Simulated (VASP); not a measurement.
## Si2Sb2Te: relaxation of cell and atoms with PBE

Si2Sb2Te:

```xyz
5
Lattice="-2.0577 6.1653 3.0259 2.0577 -6.1653 3.0259 2.0577 6.1653 -3.0259" Properties=species:S:1:pos:R:3 pbc="T T T"
Si    0.0000    8.2417    0.0571
Si    0.0000    4.0888    0.0571
Sb    2.0577    4.3233   -1.5928
Sb    0.0000    1.8420    1.4331
Te    0.0000    6.1653    1.5579
```

The cell was built by a generator and needn't be a form met in nature.

```
Program                : VASP 6.6.1
Task                   : relaxation of cell and atoms
Functional             : PBE
Potentials or basis    : VASP PAW PBE potentials, release 64 (Si, Sb, Te)
Cutoff                 : 520 eV
k mesh                 : 8 × 8 × 8
Occupations            : gaussian, width 0.1 eV
Spin                   : no spin polarisation
Further INCAR settings : ALGO = Normal; EDIFF = 1e-07; IBRION = 2; POTIM = 0.3; EDIFFG = -0.005; NSW = 60; ISIF = 3
```

```yaml
Relaxed_volume: 30.67 Å³/atom
Relaxed_cell: a = 7.165 Å, b = 7.165 Å, c = 7.165 Å, α = 146.61°, β = 61.39°, γ = 130.08°
Space_group_after_relaxing_to_0.05_Å: Imm2 (No. 44)
Energy_gained_by_relaxing: 0.0 meV/atom
Ionic_steps: 8
Pressure_after_relaxing: 0.0 GPa
Band_gap_on_the_k_mesh: 0.10 eV, indirect (least direct gap 0.34 eV)
```

Final structure:
```cif
data_structure
_symmetry_space_group_name_H-M 'P 1'
_symmetry_Int_Tables_number 1
_cell_length_a 7.1648
_cell_length_b 7.1648
_cell_length_c 7.1648
_cell_angle_alpha 146.613
_cell_angle_beta 61.392
_cell_angle_gamma 130.079
_cell_volume 153.35
loop_
_atom_site_label
_atom_site_type_symbol
_atom_site_fract_x
_atom_site_fract_y
_atom_site_fract_z
_atom_site_occupancy
Si1 Si 0.67766 0.00935 0.66831 1
Si2 Si 0.34104 0.00935 0.33169 1
Sb1 Sb 0.08739 0.23651 0.85089 1
Sb2 Sb 0.38562 0.23651 0.14911 1
Te1 Te 0.75820 0.25820 0.50000 1
```

Levels at points of the mesh, in eV from the valence-band top:
```csv
k point,band 10,band 11,band 12,band 13,band 14,band 15
"(0.00, 0.00, 0.00)",-0.63,-0.15,0.00,0.72,1.09,1.60
"(0.50, 0.00, 0.00)",-1.88,-1.23,-0.52,0.24,1.17,1.86
"(0.00, 0.50, 0.00)",-2.44,-1.15,-1.11,0.47,1.98,2.45
"(0.50, 0.50, 0.00)",-2.76,-2.12,-1.50,0.40,0.72,1.81
"(0.50, 0.50, 0.50)",-2.22,-1.26,-0.07,0.26,0.77,1.44
```

It took 4.4 min on 4 MPI ranks on AMD EPYC 9R45 96-Core Processor (Zen 5), on a shared host, peak memory 0.59 GiB a rank.

Caveat: spin-orbit coupling is left out, which moves the levels of the heavy elements. Expect the measured gap to be larger: semilocal functionals such as PBE lack the derivative discontinuity.
